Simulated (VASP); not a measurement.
B2Te3, 5 atoms in the cell. The structure is trigonal, space group R-3m (No. 166). The conventional cell has a = 3.771 Å, b = 3.771 Å, c = 26.586 Å, α = 90.00°, β = 90.00°, γ = 120.00°. B (site symmetry 3m) is surrounded by 6 Te at 2.63 to 2.81 Å. Te (site symmetry 3m) has 3 B at 2.63 Å as nearest neighbours. Te (site symmetry -3m) has 6 B at 2.81 Å as nearest neighbours. The cell was built by a generator and needn't be a form met in nature.

* Program: VASP 6.6.1
* Task: single point
* Functional: PBE
* Potentials or basis: VASP PAW PBE potentials, release 64 (B, Te)
* Cutoff: 520 eV
* k mesh: 8 × 8 × 3
* Occupations: fermi-dirac, width 0.0148 eV
* Spin: no spin polarisation
* Dipole correction: no
* Further INCAR settings: ALGO = Fast; EDIFF = 1e-06; NBANDS = 20

Potentials or basis: VASP PAW PBE potentials, release 64 (B, Te).

The run is started by

```bash
$ cat potpaw_PBE.64/B/POTCAR potpaw_PBE.64/Te/POTCAR > POTCAR
$ mpirun -np 1 vasp_std > vasp.out
```

Hardware: 1 thread of Intel(R) Xeon(R) Platinum 8559C (Emerald Rapids), on a shared host.

**Question.** How long does it take, and how much memory?

**Answer.** Wall time 79 s on 1 thread of Intel(R) Xeon(R) Platinum 8559C (Emerald Rapids), with other jobs on the host, peak memory 0.28 GiB. Counts: scf iterations 15, k points 57.
